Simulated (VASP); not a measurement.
Data:

```xyz
1
Lattice="0.0000 1.9992 1.9992 1.9992 0.0000 1.9992 1.9992 1.9992 0.0000" Properties=species:S:1:pos:R:3 pbc="T T T"
Pt     0.0000     0.0000     0.0000
```

Computed with PBE GGA, VASP's PBE PAW potentials (set 64) (plane waves; VASP). Settings: 400 eV cut-off, 14×14×14 Γ-centred mesh, first-order Methfessel-Paxton smearing of 0.10 eV, potentials Pt.

Task: Give the stress tensor in GPa (positive for a compressed cell).

Result: 
```
-5.68   0.00   0.00
 0.00  -5.68   0.00
 0.00   0.00  -5.68
```
The pressure is its mean diagonal, -5.68 GPa.

The compound is Pt in the fcc structure. The cell was not relaxed at this level.
